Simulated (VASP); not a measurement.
# OsRh with LAK: from relaxation to properties, part 4 of 5

Aim: relax OsRh, then compute properties on the relaxed cell. The cell is invented: it takes the structure of a Materials Project entry for PtRh (space group 166 there), with some of its atoms replaced by other elements, volume scaled by an estimate. It may not be a known or stable phase. Left out of this account: 1 further run (core levels: core levels are not valid at this level).

VASP 6.6.1, plane waves and PAW; the level of theory is named at each step.

Still holding for the runs below: This run has no spin polarisation. Its electron count is odd, so without a moment it is a metal by construction.

So far. Step 5 (Band structure (LAK)): There is no gap at this level. Step 6 (Density of states (LAK)): The finer mesh and the other smearing move the Fermi level by -0.01 eV from the 11×11×11 run, a small shift, which tests the Fermi level alone. Of the states within 0.3 eV of the Fermi level, the largest shares in the PAW spheres are Rh d 46 % and Os d 44 %. The rest lies in smaller channels or between the spheres.

### Step 7. Bands along the symmetry lines (LAK + SOC)

This step: LAK, spin-orbit coupling; plane waves and PAW (Os, Rh_pv); invented cell (VASP 6.6.1).

Levels along the symmetry lines show where the bands peak and cross; KPOINTS_OPT computes them in the converged potential. Spin-orbit coupling needs spinors and the noncollinear program, where each band holds one electron.

Input file INCAR:

```
SYSTEM = OsRh
PREC = Accurate
ENCUT = 400
EDIFF = 1E-06
NELM = 100
ISMEAR = 1
SIGMA = 0.2
LREAL = .FALSE.
ALGO = Normal
METAGGA = LAK
LASPH = .TRUE.
LNONCOLLINEAR = .TRUE.
MAGMOM = 0 0 0 0 0 0
NBANDS = 34
GGA_COMPAT = .FALSE.
LSORBIT = .TRUE.
LMAXMIX = 4
LORBIT = 11
LWAVE = .FALSE.
LCHARG = .FALSE.
```

Input file POSCAR:

```
OsRh
1.0
    1.3590631871      0.7846555665      4.4697103022
   -1.3590631871      0.7846555665      4.4697103022
    0.0000000000     -1.5693111331      4.4697103022
Os Rh
1 1
Direct
    0.0000000000      0.0000000000      0.0000000000
    0.5000000000      0.5000000000      0.5000000000
```

Input file KPOINTS:

```
Automatic mesh
0
Gamma
9 9 9
0 0 0
```

Input file KPOINTS_OPT:

```
Line mode
16
Line-mode
Reciprocal
  0.00000000   0.00000000   0.00000000 GAMMA
  0.50000000   0.00000000   0.00000000 L

  0.50000000   0.00000000   0.00000000 L
  0.50000000   0.18721176  -0.18721176 B1

  0.81278824   0.50000000   0.18721176 B
  0.50000000   0.50000000   0.50000000 Z

  0.50000000   0.50000000   0.50000000 Z
  0.00000000   0.00000000   0.00000000 GAMMA

  0.00000000   0.00000000   0.00000000 GAMMA
  0.34360588   0.00000000  -0.34360588 X

  0.65639412   0.34360588   0.00000000 Q
  0.50000000   0.50000000   0.00000000 F

  0.50000000   0.50000000   0.00000000 F
  0.65639412   0.65639412   0.18721176 P1

  0.65639412   0.65639412   0.18721176 P1
  0.50000000   0.50000000   0.50000000 Z

  0.50000000   0.00000000   0.00000000 L
  0.81278824   0.34360588   0.34360588 P
```

PAW data sets: Os and Rh_pv (PBE family, release 64).

Run with:

```
mpirun -np 1 vasp_ncl
```

The program printed:

```text
[... set-up lines as in an earlier step ...]
 entering main loop
       N       E                     dE             d eps       ncg     rms          rms(c)
DAV:   1     0.296179545316E+03    0.29618E+03   -0.11560E+04  6356   0.122E+03
DAV:   2     0.668285456192E+02   -0.22935E+03   -0.21783E+03  5990   0.441E+02
DAV:   3     0.588073440590E+02   -0.80212E+01   -0.76803E+01  6922   0.870E+01
DAV:   4     0.587030664229E+02   -0.10428E+00   -0.10400E+00  6500   0.990E+00
DAV:   5     0.587011273267E+02   -0.19391E-02   -0.19388E-02  7062   0.134E+00    0.245E+01
DAV:   6     0.706728870211E+02    0.11972E+02   -0.16604E+01  6486   0.421E+01    0.589E+00
DAV:   7     0.706571798648E+02   -0.15707E-01   -0.96452E-01  6132   0.102E+01    0.553E+00
DAV:   8     0.706932422797E+02    0.36062E-01   -0.42558E-01  6362   0.850E+00    0.240E+00
DAV:   9     0.707151655691E+02    0.21923E-01   -0.82343E-02  6210   0.304E+00    0.136E+00
DAV:  10     0.707125851015E+02   -0.25805E-02   -0.14773E-02  6066   0.154E+00    0.206E-01
DAV:  11     0.707120389026E+02   -0.54620E-03   -0.17560E-03  6528   0.406E-01    0.135E-01
DAV:  12     0.707114199294E+02   -0.61897E-03   -0.71333E-04  6064   0.273E-01    0.582E-02
DAV:  13     0.707112555153E+02   -0.16441E-03   -0.11200E-04  6484   0.101E-01    0.323E-02
DAV:  14     0.707112077451E+02   -0.47770E-04   -0.43342E-05  6030   0.567E-02    0.736E-03
DAV:  15     0.707112068739E+02   -0.87120E-06   -0.25768E-06  6678   0.142E-02
   1 F= 0.70711207E+02 E0= 0.70713460E+02  d E =-.675889E-02  mag=     0.0000     0.0000    -0.0000
 Start KPOINTS_OPT (optional k-point list driver)
k-point batch [1-85\144]
       N       E                     dE             ncg
DAV:   1     0.106848069032E+05   -0.33683E+05     6308
DAV:   2    -0.933154247757E+04   -0.20016E+05     5996
DAV:   3    -0.100011829307E+05   -0.66964E+03     6604
DAV:   4    -0.100092437472E+05   -0.80608E+01     6660
DAV:   5    -0.100094099032E+05   -0.16616E+00     7046
DAV:   6    -0.100094170678E+05   -0.71646E-02     7820
DAV:   7    -0.100094171279E+05   -0.60199E-04     6606
DAV:   8    -0.100094171287E+05   -0.71678E-06     4370
k-point batch [86-144\144]
       N       E                     dE             ncg
DAV:   1     0.199682551977E+05   -0.39335E+05     4444
DAV:   2     0.665238235960E+04   -0.13316E+05     4154
DAV:   3     0.619237892595E+04   -0.46000E+03     4808
DAV:   4     0.618634693147E+04   -0.60320E+01     4508
DAV:   5     0.618621737262E+04   -0.12956E+00     5172
DAV:   6     0.618621223296E+04   -0.51397E-02     5134
DAV:   7     0.618621217824E+04   -0.54721E-04     4574
DAV:   8     0.618621217759E+04   -0.64910E-06     2982
```

Run time: 16 min. Hardware: 1 MPI rank of Intel Xeon 6975P-C (Granite Rapids), shared host; peak memory 0.39 GiB.

OUTCAR, selected parts (step 7):

```text
   k-points           NKPTS =     85   k-points in BZ     NKDIM =     85   number of bands    NBANDS=     34

   NELECT =      23.0000    total number of electrons

 E-fermi :  10.2413

 k-point     1 :       0.0000    0.0000    0.0000
  band No.  band energies     occupation
    ...
     20       7.4664      1.00000
     21       9.4645      1.00000
     22       9.4645      1.00000
     23       9.6210      1.00005
     24       9.6210      1.00005
     25      10.3677      0.06620
     26      10.3677      0.06620
     27      11.6710     -0.00000
     28      11.6710     -0.00000
     29      12.1196     -0.00000
    ...

  Total        0.0185486      0.0185486      0.4552403      0.0000000     -0.0000000      0.0000000
  in kB        1.0391385      1.0391387     25.5036270      0.0000000     -0.0000000      0.0000000
  external PRESSURE =       9.1939681 kB  Pullay stress =       0.0000000 kB

 POSITION                                       TOTAL-FORCE (eV/Angst)
 -----------------------------------------------------------------------------------
      0.00000      0.00000      0.00000         0.000000      0.000000     -0.000000
      0.00000     -0.00000      6.70457         0.000000     -0.000000      0.000000
 -----------------------------------------------------------------------------------
    total drift:                                0.000000      0.000000     -0.000000

  FREE ENERGIE OF THE ION-ELECTRON SYSTEM (eV)
  ---------------------------------------------------
  free  energy   TOTEN  =        70.7112068739 eV

  energy  without entropy=       70.7179657667  energy(sigma->0) =       70.71345984

 Spin-Orbit-Coupling matrix elements
 Ion:    1  E_soc:     -0.6851834
 Ion:    2  E_soc:     -0.2855813

 magnetization (x)
# of ion       s       p       d       tot
------------------------------------------
    1        0.000   0.000   0.000   0.000
    2       -0.000   0.000  -0.000  -0.000
--------------------------------------------------
tot         -0.000   0.000  -0.000  -0.000

 magnetization (y)
# of ion       s       p       d       tot
------------------------------------------
    1        0.000  -0.000   0.000   0.000
    2        0.000   0.000   0.000   0.000
--------------------------------------------------
tot          0.000  -0.000   0.000   0.000

 magnetization (z)
# of ion       s       p       d       tot
------------------------------------------
    1        0.000   0.000   0.000   0.000
    2        0.000   0.000   0.000   0.000
--------------------------------------------------
tot          0.000   0.000   0.000   0.000

[... 6 parts as in an earlier step ...]

[... 10 further parts left out ...]
```

Numbers from this step:

```yaml
scf_cycles: 15
bands: 34
irreducible_k_points: 85
free_energy_toten: 70.7112 eV
energy_at_zero_smearing: 70.7135 eV
pressure: 0.9194 GPa
```

On-site spin-orbit energy by atom:

```csv
atom,on-site spin-orbit energy (eV)
Os1,-0.685
Rh2,-0.286
```

The electronic bands at the labelled points (eV, zero at the Fermi level; # counts the bands kept, so #1 is VASP's band 7):

```csv
point,#11,#12,#15,#16,#17,#18,#19,#20
Γ,-3.02,-3.02,-0.78,-0.78,-0.62,-0.62,0.13,0.13
0.47 of the way,-2.70,-2.70,-1.86,-1.86,-1.28,-1.28,0.11,0.11
L,-2.69,-2.69,-0.61,-0.61,0.50,0.50,2.88,2.88
0.47 of the way,-3.84,-3.84,-0.67,-0.67,0.58,0.58,1.01,1.01
B1,-2.95,-2.95,-1.12,-1.12,0.63,0.63,1.42,1.42
jump to B,-2.95,-2.95,-1.12,-1.12,0.63,0.63,1.42,1.42
0.47 of the way,-3.17,-3.17,-0.80,-0.80,-0.43,-0.43,0.83,0.83
Z,-2.91,-2.91,-2.02,-2.02,-1.22,-1.22,-1.03,-1.03
0.47 of the way,-2.86,-2.86,-1.88,-1.88,-0.94,-0.94,-0.90,-0.90
Γ,-3.02,-3.02,-0.78,-0.78,-0.62,-0.62,0.13,0.13
0.47 of the way,-2.89,-2.89,-1.64,-1.64,-1.38,-1.38,0.82,0.82
X,-2.88,-2.88,-0.91,-0.91,0.49,0.49,1.32,1.32
jump to Q,-2.88,-2.88,-0.91,-0.91,0.49,0.49,1.32,1.32
0.53 of the way,-1.63,-1.63,0.48,0.48,0.89,0.89,1.92,1.92
F,0.19,0.19,0.95,0.95,1.48,1.48,2.17,2.17
0.53 of the way,-0.43,-0.43,1.17,1.17,1.44,1.44,1.89,1.89
P1,-1.16,-1.16,0.48,0.48,1.15,1.15,2.29,2.29
0.53 of the way,-2.70,-2.70,-1.65,-1.65,-0.70,-0.70,-0.20,-0.20
Z,-2.91,-2.91,-2.02,-2.02,-1.22,-1.22,-1.03,-1.03
jump to L,-2.69,-2.69,-0.61,-0.61,0.50,0.50,2.88,2.88
0.53 of the way,-2.28,-2.28,0.17,0.17,0.51,0.51,2.85,2.85
P,-1.16,-1.16,0.48,0.48,1.15,1.15,2.29,2.29
```

Of the projections kept (Os, Rh), the largest for each band there; the rest of the weight can lie on other orbitals:

```csv
point,#11,#12,#15,#16,#17,#18,#19,#20
Γ,Rh 0.77,Rh 0.77,Rh 0.66,Rh 0.66,Os 0.52,Os 0.52,Os 0.64,Os 0.64
L,Os 0.88,Os 0.88,Os 0.98,Os 0.98,Rh 1.00,Rh 1.00,Os 1.00,Os 1.00
B1,Os 0.55,Os 0.55,Os 0.56,Os 0.56,Rh 0.70,Rh 0.70,Os 0.68,Os 0.68
B,Os 0.55,Os 0.55,Os 0.56,Os 0.56,Rh 0.70,Rh 0.70,Os 0.68,Os 0.68
Z,Os 1.00,Os 1.00,Os 1.00,Os 1.00,Rh 1.00,Rh 1.00,Rh 1.00,Rh 1.00
Γ,Rh 0.77,Rh 0.77,Rh 0.66,Rh 0.66,Os 0.52,Os 0.52,Os 0.64,Os 0.64
```

At these settings, which differ from those of the relaxation, the cell is under a pressure of 0.9 GPa. Part of this is the spin-orbit coupling, so a relaxation with it would give a larger cell.

### Step 8. Volume scan with LAK, volume scale 0.94

This step: LAK; plane waves and PAW (Os, Rh_pv); invented cell (VASP 6.6.1).

An equation of state needs energies on both sides of the minimum, all on one mesh and cutoff.

Input file INCAR:

```
SYSTEM = OsRh
PREC = Accurate
ENCUT = 400
EDIFF = 1E-06
NELM = 100
ISMEAR = 1
SIGMA = 0.2
LREAL = .FALSE.
ALGO = Normal
METAGGA = LAK
LASPH = .TRUE.
NBANDS = 17
LORBIT = 11
LWAVE = .FALSE.
LCHARG = .FALSE.
ISIF = 2
```

Input file POSCAR:

```
OsRh
1.0
    1.3313194189      0.7686376931      4.3784661220
   -1.3313194189      0.7686376931      4.3784661220
    0.0000000000     -1.5372753862      4.3784661220
Os Rh
1 1
Direct
    0.0000000000      0.0000000000      0.0000000000
    0.5000000000      0.5000000000      0.5000000000
```

Input file KPOINTS:

```
Automatic mesh
0
Gamma
11 11 11
0 0 0
```

Run with:

```
mpirun -np 1 vasp_std
```

The program printed:

```text
[... set-up lines as in an earlier step ...]
 entering main loop
       N       E                     dE             d eps       ncg     rms          rms(c)
DAV:   1     0.244162258147E+03    0.24416E+03   -0.12252E+04  5420   0.119E+03
DAV:   2     0.638073175292E+02   -0.18035E+03   -0.17595E+03  5249   0.396E+02
DAV:   3     0.596906843691E+02   -0.41166E+01   -0.40610E+01  5978   0.619E+01
DAV:   4     0.596603666143E+02   -0.30318E-01   -0.30306E-01  5801   0.543E+00
DAV:   5     0.596599588661E+02   -0.40775E-03   -0.40773E-03  5946   0.594E-01    0.268E+01
DAV:   6     0.712399071997E+02    0.11580E+02   -0.17600E+01  5871   0.411E+01    0.499E+00
DAV:   7     0.711766679134E+02   -0.63239E-01   -0.20820E+00  5318   0.104E+01    0.556E+00
DAV:   8     0.712909487227E+02    0.11428E+00   -0.93812E-01  5657   0.836E+00    0.261E+00
DAV:   9     0.713089571498E+02    0.18008E-01   -0.87829E-02  5116   0.257E+00    0.456E-01
DAV:  10     0.713096712396E+02    0.71409E-03   -0.79679E-03  5778   0.911E-01    0.163E-01
DAV:  11     0.713092719210E+02   -0.39932E-03   -0.81126E-04  5892   0.286E-01    0.705E-02
DAV:  12     0.713090421386E+02   -0.22978E-03   -0.35300E-04  5267   0.165E-01    0.261E-02
DAV:  13     0.713090359043E+02   -0.62344E-05   -0.24676E-05  5990   0.381E-02    0.883E-03
DAV:  14     0.713090345204E+02   -0.13838E-05   -0.38574E-06  5331   0.188E-02    0.189E-03
DAV:  15     0.713090336355E+02   -0.88494E-06   -0.21139E-07  2664   0.441E-03
   1 F= 0.71309034E+02 E0= 0.71307573E+02  d E =0.438180E-02
```

It took 3.6 min on 1 MPI rank; peak memory 0.2 GiB.

From OUTCAR (step 8):

```text
   ENCUT  =  400.0 eV  29.40 Ry    5.42 a.u.   7.57  7.57  7.57*2*pi/ulx,y,z

   NELECT =      23.0000    total number of electrons

 E-fermi :  11.2765

 k-point     1 :       0.0000    0.0000    0.0000
  band No.  band energies     occupation
    ...
      8       7.7522      2.00000
      9       7.9229      2.00000
     10       7.9229      2.00000
     11      10.4669      2.00000
     12      10.4669      2.00000
     13      11.3802      0.23986
     14      13.0666     -0.00000
     15      13.0666     -0.00000
     16      21.0726      0.00000
     17      26.4395      0.00000

  Total        3.8413527      3.8413534      3.6877918      0.0000000      0.0000000      0.0000000
  in kB      228.9378369    228.9378776    219.7858783      0.0000000      0.0000000      0.0000000
  external PRESSURE =     225.8871976 kB  Pullay stress =       0.0000000 kB

 POSITION                                       TOTAL-FORCE (eV/Angst)
 -----------------------------------------------------------------------------------
      0.00000      0.00000      0.00000        -0.000000     -0.000000      0.000000
      0.00000      0.00000      6.56770         0.000000      0.000000     -0.000000
 -----------------------------------------------------------------------------------
    total drift:                               -0.000000      0.000000      0.000000

  FREE ENERGIE OF THE ION-ELECTRON SYSTEM (eV)
  ---------------------------------------------------
  free  energy   TOTEN  =        71.3090336355 eV

  energy  without entropy=       71.3046518379  energy(sigma->0) =       71.30757304

[... 2 parts as in an earlier step ...]

[... 14 further parts left out ...]
```

The scan keeps the cell's shape and the fractional positions fixed.

This step gave:

| Quantity | Value |
| --- | --- |
| bands | 17 |
| irreducible k-points | 146 |
| free energy (TOTEN) | 71.3090 eV |
| energy at zero smearing | 71.3076 eV |
| Fermi energy | 11.28 eV |
| pressure | 22.59 GPa |

The pressure here is 22.59 GPa.

### Step 9. Volume scan with LAK, volume scale 0.96

INCAR is that of step 8.

Input file POSCAR:

```
OsRh
1.0
    1.3406952167      0.7740508129      4.4093014064
   -1.3406952167      0.7740508129      4.4093014064
    0.0000000000     -1.5481016259      4.4093014064
Os Rh
1 1
Direct
    0.0000000000      0.0000000000      0.0000000000
    0.5000000000      0.5000000000      0.5000000000
```

KPOINTS is that of step 8.

Run with:

```
mpirun -np 1 vasp_std
```

The program printed:

```text
[... set-up lines as in an earlier step ...]
 entering main loop
       N       E                     dE             d eps       ncg     rms          rms(c)
DAV:   1     0.242579873318E+03    0.24258E+03   -0.12275E+04  5564   0.118E+03
DAV:   2     0.635115446756E+02   -0.17907E+03   -0.17442E+03  5303   0.392E+02
DAV:   3     0.594784862203E+02   -0.40331E+01   -0.39858E+01  5914   0.611E+01
DAV:   4     0.594466752618E+02   -0.31811E-01   -0.31766E-01  5773   0.547E+00
DAV:   5     0.594462434242E+02   -0.43184E-03   -0.43182E-03  5880   0.626E-01    0.257E+01
DAV:   6     0.711578798305E+02    0.11712E+02   -0.18421E+01  5854   0.415E+01    0.445E+00
DAV:   7     0.710298696626E+02   -0.12801E+00   -0.30550E+00  5392   0.124E+01    0.612E+00
DAV:   8     0.712218120170E+02    0.19194E+00   -0.12922E+00  5642   0.949E+00    0.248E+00
DAV:   9     0.712401476153E+02    0.18336E-01   -0.11787E-01  5142   0.308E+00    0.533E-01
DAV:  10     0.712415185291E+02    0.13709E-02   -0.10437E-02  5815   0.986E-01    0.217E-01
DAV:  11     0.712409942831E+02   -0.52425E-03   -0.19251E-03  5948   0.460E-01    0.577E-02
DAV:  12     0.712408088523E+02   -0.18543E-03   -0.25434E-04  5322   0.135E-01    0.278E-02
DAV:  13     0.712407620688E+02   -0.46783E-04   -0.90926E-05  5241   0.827E-02    0.725E-03
DAV:  14     0.712407635943E+02    0.15255E-05   -0.26897E-06  5786   0.145E-02    0.312E-03
DAV:  15     0.712407631030E+02   -0.49136E-06   -0.10544E-06  2887   0.102E-02
   1 F= 0.71240763E+02 E0= 0.71239251E+02  d E =0.453515E-02
```

Wall time 3.4 min (1 MPI rank); peak memory 0.2 GiB.

From OUTCAR (step 9):

```text
   ENCUT  =  400.0 eV  29.40 Ry    5.42 a.u.   7.62  7.62  7.62*2*pi/ulx,y,z

   NELECT =      23.0000    total number of electrons

 E-fermi :  10.9199

 k-point     1 :       0.0000    0.0000    0.0000
  band No.  band energies     occupation
    ...
      8       7.5053      2.00000
      9       7.6731      2.00000
     10       7.6731      2.00000
     11      10.1290      2.00000
     12      10.1290      2.00000
     13      11.0403      0.15847
     14      12.6447     -0.00000
     15      12.6447     -0.00000
     16      20.4511      0.00000
     17      26.1025      0.00000

  Total        2.4575299      2.4575303      2.3406811      0.0000000     -0.0000000      0.0000000
  in kB      143.4130981    143.4131235    136.5942012      0.0000000     -0.0000000      0.0000000
  external PRESSURE =     141.1401409 kB  Pullay stress =       0.0000000 kB

 POSITION                                       TOTAL-FORCE (eV/Angst)
 -----------------------------------------------------------------------------------
      0.00000      0.00000      0.00000         0.000000      0.000000      0.000000
      0.00000     -0.00000      6.61395        -0.000000     -0.000000     -0.000000
 -----------------------------------------------------------------------------------
    total drift:                               -0.000000      0.000000      0.000000

  FREE ENERGIE OF THE ION-ELECTRON SYSTEM (eV)
  ---------------------------------------------------
  free  energy   TOTEN  =        71.2407631030 eV

  energy  without entropy=       71.2362279524  energy(sigma->0) =       71.23925139

[... 3 parts as in an earlier step ...]

[... 13 further parts left out ...]
```

Numbers from this step:

- free energy (TOTEN): 71.2408 eV
- energy at zero smearing: 71.2393 eV
- Fermi energy: 10.92 eV
- pressure: 14.11 GPa

The pressure falls from 22.59 to 14.11 GPa.

The run ends at a pressure of 14.11 GPa.

### Step 10. Volume scan with LAK, volume scale 0.98

INCAR is that of step 9.

Input file POSCAR:

```
OsRh
1.0
    1.3499416828      0.7793892631      4.4397113426
   -1.3499416828      0.7793892631      4.4397113426
    0.0000000000     -1.5587785263      4.4397113426
Os Rh
1 1
Direct
    0.0000000000      0.0000000000      0.0000000000
    0.5000000000      0.5000000000      0.5000000000
```

KPOINTS is that of step 9.

Run with:

```
mpirun -np 1 vasp_std
```

The program printed:

```text
[... set-up lines as in an earlier step ...]
 entering main loop
       N       E                     dE             d eps       ncg     rms          rms(c)
DAV:   1     0.240769153715E+03    0.24077E+03   -0.12317E+04  5556   0.118E+03
DAV:   2     0.633361273723E+02   -0.17743E+03   -0.17306E+03  5298   0.391E+02
DAV:   3     0.592993002101E+02   -0.40368E+01   -0.39917E+01  5883   0.604E+01
DAV:   4     0.592663556776E+02   -0.32945E-01   -0.32932E-01  5834   0.554E+00
[...]
DAV:  12     0.712014423037E+02   -0.17424E-03   -0.26185E-04  5327   0.136E-01    0.360E-02
DAV:  13     0.712013654637E+02   -0.76840E-04   -0.18228E-04  5088   0.115E-01    0.934E-03
DAV:  14     0.712013663487E+02    0.88498E-06   -0.39840E-06  5861   0.191E-02
   1 F= 0.71201366E+02 E0= 0.71199821E+02  d E =0.463587E-02
```

Wall time 2.1 min (1 MPI rank); peak memory 0.21 GiB.

From OUTCAR (step 10):

```text
  Total        1.1683946      1.1683948      1.1046997      0.0000000     -0.0000000      0.0000000
  in kB       66.7920385     66.7920504     63.1508792      0.0000000     -0.0000000      0.0000000
  external PRESSURE =      65.5783227 kB  Pullay stress =       0.0000000 kB

 POSITION                                       TOTAL-FORCE (eV/Angst)
 -----------------------------------------------------------------------------------
      0.00000      0.00000      0.00000        -0.000000     -0.000000      0.000000
      0.00000     -0.00000      6.65957         0.000000      0.000000     -0.000000
 -----------------------------------------------------------------------------------
    total drift:                               -0.000000      0.000000      0.000000

  FREE ENERGIE OF THE ION-ELECTRON SYSTEM (eV)
  ---------------------------------------------------
  free  energy   TOTEN  =        71.2013663487 eV

  energy  without entropy=       71.1967304804  energy(sigma->0) =       71.19982106

[... 1 part as in an earlier step ...]

[... 2 further parts left out ...]
[key lines of the parts left out:]
E-fermi :  10.5778
```

The pressure falls from 14.11 to 6.56 GPa.

The run ends at a pressure of 6.56 GPa.

(Continued in part 5 of 5.)

[Lines on the potential files, build, host, timing and source positions are cut from VASP's logs without a mark.]

[Logs are printed without paths, hosts, clocks, repeated set-up lines and the standing remarks that a program may print on its own settings, such as how far it seeks lower states.]

[Hosts, paths, dates, database ids (printed as entryN), source tags and the programs' standing remarks are cut or masked in the printed files.]

[A measured line is paired with the nearest computed mode of its activity, which favours agreement.]
